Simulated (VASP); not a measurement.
# BiMo16: core-level shifts, part 3 of 3

Which atoms of BiMo16 bind their core electrons more tightly, and does the hole change the order?

VASP 6.6.1, plane waves and PAW; the level of theory is named at each step.

So far. Step 2 (Relaxation): The forces on the free atoms are under 0.05 eV/Å, while the fixed ones keep up to 0.71 eV/Å. Step 4 (Core hole, atom Mo3): This is the reference for holes on Mo.

## (5) Core hole, atom Mo4

Level of this step: final-state core hole with the electron kept at the Fermi level, PBE; plane waves and PAW (Mo_sv, Bi_d, Mo_sv) (VASP).

The same hole on the next atom.

File INCAR:

```
SYSTEM = BiMo16
PREC = Normal
ENCUT = 330
EDIFF = 1E-05
NELM = 120
ISMEAR = 0
SIGMA = 0.1
LREAL = Auto
ALGO = Fast
GGA = PE
NBANDS = 148
LASPH = .TRUE.
LWAVE = .FALSE.
LCHARG = .FALSE.
KPAR = 2
NCORE = 4
ICORELEVEL = 2
CLNT = 1
CLN = 3
CLL = 2
CLZ = 1
ISIF = 0
```

File POSCAR:

```
BiMo16
1.0
    6.3200000000      0.0000000000      0.0000000000
    3.1600000000      4.4689148571      0.0000000000
    0.0000000000      0.0000000000     23.4033722856
Mo Bi Mo
1 1 15
Direct
    0.9995398447      0.5010666863      0.6053850420
    0.2502288765      0.0000000000      0.7005726583
    0.9884387005      0.0000000000      0.6032967666
    0.5118160206      0.0000000000      0.6032877459
    0.5006065310      0.4989333137      0.6053850420
    0.7500532107      0.4999555441      0.5121508794
    0.2500087548      0.5000444559      0.5121508794
    0.7500836115      0.0000000000      0.5092503000
    0.2499919848      0.0000000000      0.5111314902
    0.0000000000      0.0000000000      0.4159425110
    0.5000000000      0.0000000000      0.4159425110
    0.0000000000      0.5000000000      0.4159425110
    0.5000000000      0.5000000000      0.4159425110
    0.7500000000      0.5000000000      0.3204666370
    0.2500000000      0.5000000000      0.3204666370
    0.7500000000      0.0000000000      0.3204666370
    0.2500000000      0.0000000000      0.3204666370
```

File KPOINTS:

```
Automatic mesh
0
Gamma
5 5 1
0 0 0
```

The projector-augmented-wave data sets are Mo_sv, Bi_d and Mo_sv (PBE family, release 64).

Launch:

```bash
$ mpirun -np 8 vasp_std
```

Output:

```text
[... set-up lines as in an earlier step ...]
 entering main loop
       N       E                     dE             d eps       ncg     rms          rms(c)
DAV:   1     0.202933775909E+04    0.20293E+04   -0.12739E+05  5024   0.111E+03
DAV:   2    -0.322117306950E+03   -0.23515E+04   -0.22741E+04  4236   0.419E+02
DAV:   3    -0.433732194535E+03   -0.11161E+03   -0.10570E+03  5024   0.877E+01
DAV:   4    -0.438995283442E+03   -0.52631E+01   -0.51312E+01  5256   0.161E+01
[...]
RMM:  23    -0.416754132161E+03   -0.39190E-04   -0.19891E-04  4557   0.220E-02    0.783E-02
RMM:  24    -0.416754167400E+03   -0.35239E-04   -0.29548E-04  4721   0.331E-02    0.402E-02
RMM:  25    -0.416754174772E+03   -0.73727E-05   -0.54739E-05  3760   0.122E-02
   1 F= -.41675417E+03 E0= -.41671564E+03  d E =-.770712E-01
```

The job ended after 91 s (8 MPI ranks of AMD EPYC 7R43, shared host; peak memory 1.6 GiB).

Parts of OUTCAR (step 5):

```text
 POSITION                                       TOTAL-FORCE (eV/Angst)
 -----------------------------------------------------------------------------------
      7.90046      2.23922     14.16805        -0.000329      0.151011     -0.230927
      1.58145      0.00000     16.39576        -0.001823      0.168724     -0.088764
      6.24693      0.00000     14.11918        -0.161476     -0.097979     -0.052490
      3.23468      0.00000     14.11897         0.160789     -0.098554     -0.054627
      4.74046      2.22969     14.16805        -0.000255     -0.086686      0.046805
      6.32020      2.23426     11.98606        -0.034737     -0.017459      0.207922
      3.16020      2.23466     11.98606         0.036110     -0.024852      0.208107
      4.74053      0.00000     11.91817        -0.005691     -0.023304      0.150765
      1.57995      0.00000     11.96220         0.005526      0.036966      0.268533
      0.00000      0.00000      9.73446         0.001545     -0.003079     -0.439931
      3.16000      0.00000      9.73446        -0.000506     -0.003032     -0.438179
      1.58000      2.23446      9.73446         0.000548     -0.071773     -0.771228
      4.74000      2.23446      9.73446         0.000473      0.082442     -0.856702
      6.32000      2.23446      7.50000         0.025727     -0.001958      0.699629
[...]
-----------------------------------------------------------------------------------
    total drift:                                0.000023      0.000694     -0.003805

  FREE ENERGIE OF THE ION-ELECTRON SYSTEM (eV)
  ---------------------------------------------------
  free  energy   TOTEN  =      -416.7541747724 eV

  energy  without entropy=     -416.6771035573  energy(sigma->0) =     -416.71563916

[... 1 part as in an earlier step ...]

[... 2 further parts left out ...]
[key lines of the parts left out:]
E-fermi :   2.5232
```

Against the hole on Mo3 the energy differs by +0.03 eV.

## (6) Core hole, atom Mo10

The same hole on the next atom.

INCAR is that of step 5.

Changes to POSCAR since step 5:

```diff
@@ -8,3 +8,3 @@
 Direct
-    0.9995398447      0.5010666863      0.6053850420
+    0.0000000000      0.0000000000      0.4159425110
     0.2502288765      0.0000000000      0.7005726583
@@ -12,2 +12,3 @@
     0.5118160206      0.0000000000      0.6032877459
+    0.9995398447      0.5010666863      0.6053850420
     0.5006065310      0.4989333137      0.6053850420
@@ -17,3 +18,2 @@
     0.2499919848      0.0000000000      0.5111314902
-    0.0000000000      0.0000000000      0.4159425110
     0.5000000000      0.0000000000      0.4159425110
```

KPOINTS is that of step 5.

Launch:

```bash
$ mpirun -np 8 vasp_std
```

Output:

```text
[... set-up lines as in an earlier step ...]
 entering main loop
       N       E                     dE             d eps       ncg     rms          rms(c)
DAV:   1     0.203112319748E+04    0.20311E+04   -0.12747E+05  3464   0.111E+03
DAV:   2    -0.321514553340E+03   -0.23526E+04   -0.22743E+04  2916   0.419E+02
DAV:   3    -0.433761291997E+03   -0.11225E+03   -0.10642E+03  3496   0.878E+01
DAV:   4    -0.439159828068E+03   -0.53985E+01   -0.52409E+01  3656   0.160E+01
[...]
RMM:  31    -0.416442965032E+03   -0.22944E-04   -0.57365E-06  1717   0.575E-03    0.547E-03
RMM:  32    -0.416442976356E+03   -0.11324E-04   -0.40354E-06  1309   0.482E-03    0.319E-03
RMM:  33    -0.416442984045E+03   -0.76888E-05   -0.36365E-06  1290   0.452E-03
   1 F= -.41644298E+03 E0= -.41640135E+03  d E =-.832590E-01
```

It took 75 s on 8 MPI ranks; peak memory 1.5 GiB; 9.9 min of CPU time.

From OUTCAR (step 6):

```text
 POSITION                                       TOTAL-FORCE (eV/Angst)
 -----------------------------------------------------------------------------------
      0.00000      0.00000      9.73446        -0.002860      0.000000     -0.277833
      1.58145      0.00000     16.39576         0.010756      0.000000     -0.013106
      6.24693      0.00000     14.11918         0.051896      0.000000     -0.165439
      3.23468      0.00000     14.11897         0.011840      0.000000     -0.097022
      7.90046      2.23922     14.16805        -0.018963      0.056581      0.163744
      4.74046      2.22969     14.16805        -0.018963     -0.056581      0.163744
      6.32020      2.23426     11.98606         0.001296     -0.004391     -0.135633
      3.16020      2.23466     11.98606         0.001296      0.004391     -0.135633
      4.74053      0.00000     11.91817        -0.065811      0.000000      0.036223
      1.57995      0.00000     11.96220         0.034327      0.000000      0.181224
      3.16000      0.00000      9.73446         0.007689      0.000000     -0.522419
      1.58000      2.23446      9.73446         0.004162     -0.081466     -0.737042
      4.74000      2.23446      9.73446         0.004162      0.081466     -0.737042
      6.32000      2.23446      7.50000        -0.011259      0.095773      0.761465
[...]
-----------------------------------------------------------------------------------
    total drift:                                0.000025      0.000008      0.000023

  FREE ENERGIE OF THE ION-ELECTRON SYSTEM (eV)
  ---------------------------------------------------
  free  energy   TOTEN  =      -416.4429840447 eV

  energy  without entropy=     -416.3597250415  energy(sigma->0) =     -416.40135454

[... 2 parts as in an earlier step ...]

[... 1 further part left out ...]
[key lines of the parts left out:]
E-fermi :   2.5277
```

Against the hole on Mo3 the energy differs by +0.34 eV.

## (7) Summary

This step: core-level shifts, PBE; plane waves and PAW (VASP 6.6.1).

This step runs nothing: it gathers the runs above.

A positive shift is a higher binding energy. Cost is wall time times ranks on a shared host. Core-level shifts:

```
atom   region  shell  Kohn-Sham level below the Fermi level (eV)  initial-state shift (eV)  final-state shift (eV)  shifts are from  cost (core minutes)
 Mo3  layer 1     3d                                       217.8                         0                       0              Mo3                10.27
 Mo4  layer 1     3d                                       217.9                    0.0575                  0.0263              Mo3                12.13
Mo10  layer 3     3d                                       218.1                    0.2401                  0.3406              Mo3                   10
```

## (8) Summary of results

| Quantity | Value |
| --- | --- |
| Mo4 3d (layer 1), from Mo3 | initial state +0.06 eV, final state +0.03 eV |
| Mo10 3d (layer 3), from Mo3 | initial state +0.24 eV, final state +0.34 eV |

**Reading.** Against Mo3, Mo4 is shifted by +0.06 eV in the initial state and by +0.03 eV with the hole; against Mo3, Mo10 is shifted by +0.24 eV in the initial state and by +0.34 eV with the hole (energies extrapolated to zero smearing). Only these atoms were given a hole, so other sites aren't ranked. The difference of the two pictures holds the screening of the hole, but also the cell's limits: holes repeat 5.5 Å apart, and the electron from the core stays in the cell, where it moves the Fermi energy by -0.03 to -0.02 eV; that is about as much as the final-state shift of Mo4, or more, so there size and sign aren't settled. Cell size, mesh and smearing weren't varied between the hole runs, and no dipole correction was applied to the slab. On their mesh the free atoms carry forces of up to 0.17 eV/Å, since the relaxation used another. The other core electrons are frozen, spin-orbit splitting and multiplets are absent, and only shifts between atoms of one element are meaningful. Not tabulated here, as repeats of values shown or as unfit to read for their mesh, reference level or band range: core levels (core hole).

[Lines on the potential files, build, host, timing and source positions are cut from VASP's logs without a mark.]

[Logs are printed without paths, hosts, clocks, repeated set-up lines and the standing remarks that a program may print on its own settings, such as how far it seeks lower states.]

[Hosts, paths, dates, database ids (printed as entryN), source tags and the programs' standing remarks are cut or masked in the printed files.]
